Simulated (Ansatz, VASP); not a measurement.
HfZrSe4: VASP beside Ansatz

```
Zr Hf Se
1.0
     0.00000    3.97984    3.97984
     3.97984    0.00000    3.97984
     3.97984    3.97984    0.00000
Zr Hf Se
1 1 4
Direct
  0.00000 0.00000 0.00000
  0.25000 0.25000 0.25000
  0.12531 0.62490 0.62490
  0.62490 0.12531 0.62490
  0.62490 0.62490 0.12531
  0.62490 0.62490 0.62490
```

Change from the starting cell: species swapped into the ErInCo4 type (F-43m, No. 216).

Alike in both runs: functional PBE; k mesh 4 × 4 × 4; occupations gaussian, width 0.1 eV; no spin polarisation.

Ansatz relaxed the structure, and its values are those at the end. VASP's run is a single point on that final structure, the one shown.

```csv
,VASP,Ansatz
version,VASP 6.6.1,Ansatz 0.2.0
potentials or method,"VASP PAW PBE potentials, release 64 (Zr_sv, Hf_pv, Se)","scalar-relativistic, plane waves, PAW"
plane-wave cutoff (eV),520,420
valence electrons in the cell,46,102
```

Ansatz gave:

- gap on the k mesh at the Fermi level (eV): none
- pressure (GPa): 0.0
- rms of the force components (eV/Å): 0.002

**Question.** Estimate VASP's values.

**Answer.** gap on the k mesh at the Fermi level (eV): none; pressure (GPa): -0.1; rms of the force components (eV/Å): 0.003.

A gap of «none» marks a metal or a gap that the smearing closes. The functional is the same, so the differences come from potentials, cutoffs and numerics. The two sets of potentials don't hold the same shells in valence.

Spin-orbit coupling is left out, which matters for the levels of Hf.
